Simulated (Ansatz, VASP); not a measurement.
# Code comparison for Ba2HfO4 (I4/mmm, 7 atoms in the cell)

Self-consistent single point.

```
CELL_PARAMETERS angstrom
     -2.08030     2.08030     6.77790
      2.08030    -2.08030     6.77790
      2.08030     2.08030    -6.77790
ATOMIC_POSITIONS crystal
  Ba 0.35256 0.35256 0.00000
  Ba 0.64744 0.64744 0.00000
  Hf 0.00000 0.00000 0.00000
  O  0.50000 0.00000 0.50000
  O  0.00000 0.50000 0.50000
  O  0.15461 0.15461 0.00000
  O  0.84539 0.84539 0.00000
```

Shared settings, as Ansatz (an electronic-structure program) writes them: kpoints.mp_grid.grid = 6 6 6; magnetization.spin_orbit = true; scf.occupations.method = fixed. Potentials and cutoffs stand in the table.

| code | model | pressure (GPa) | largest force (eV/Å) | gap on the mesh (eV) | cutoff |
|---|---|---|---|---|---|
| VASP | PBEsol, spin-orbit coupling, VASP's PBE PAW potentials (set 64) | -5.34 | 0.100 | 3.321 | 400 eV |
| Ansatz | PBEsol with spin-orbit coupling, PAW files made with PBE | -2.55 | 0.271 | 3.338 | default |

Size of the force on each atom (eV/Å): Sizes of forces hide their directions.

| code | Ba1 | Ba2 | Hf3 | O4 | O5 | O6 | O7 |
|---|---|---|---|---|---|---|---|
| VASP | 0.100 | 0.100 | 0.000 | 0.000 | 0.000 | 0.057 | 0.057 |
| Ansatz | 0.097 | 0.097 | 0.000 | 0.000 | 0.000 | 0.271 | 0.271 |

Gaps are read on the mesh.

The spread over the programs that give each value: pressure within 2.79 GPa; largest force within 0.171 eV/Å; gap on the mesh within 0.017 eV.

Ansatz's pressure is given at a fixed set of plane waves, as the other plane-wave codes print theirs; with its correction for the finite basis it is -2.23 GPa (the shift of 0.32 GPa shows how far the cutoff is from converged).

VASP's run is marked for a possible Pulay error in its stress at this cutoff; no cutoff test was made.

VASP ran the fixed occupations as a Gaussian smearing of 0.01 eV.

The starting cell comes from a database of computed structures (which also holds hypothetical and non-ambient phases and stackings), without a prior relaxation at this level.

Keys are those of Ansatz 0.2.
